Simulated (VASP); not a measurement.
Consider the following.

```
TaSi
1.0
   -1.69377     1.69377     5.80882
    1.69377    -1.69377     5.80882
    1.69377     1.69377    -5.80882
Ta Si
2 2
Direct
  0.75036   0.75036   0.00000
  0.50036   0.00036   0.50000
  0.16564   0.16564   0.00000
  0.91564   0.41564   0.50000
```

Calculation: PBEsol GGA, VASP's PBE PAW potentials (set 64) (plane waves; VASP). Numerical set-up: 400 eV cut-off, Gaussian smearing of 0.050 eV, potentials Ta_pv Si.

Unless said otherwise, spin-orbit coupling is left out, though it shifts the bands of the heavy elements here.

### Question
Predict the band gap (along the path) with the smallest direct gap where there is one.

### Answer

```
Item                                                         Result
-------------------------  ----------------------------------------
band gap (along the path)  none (metal, semimetal or under 0.01 eV)
```

The absolute energy has meaning only against runs of the same code, potentials and settings.

The structure was generated: TaSi was put into the NbAs type (I4_1md), which need not be its known phase. It was relaxed first.
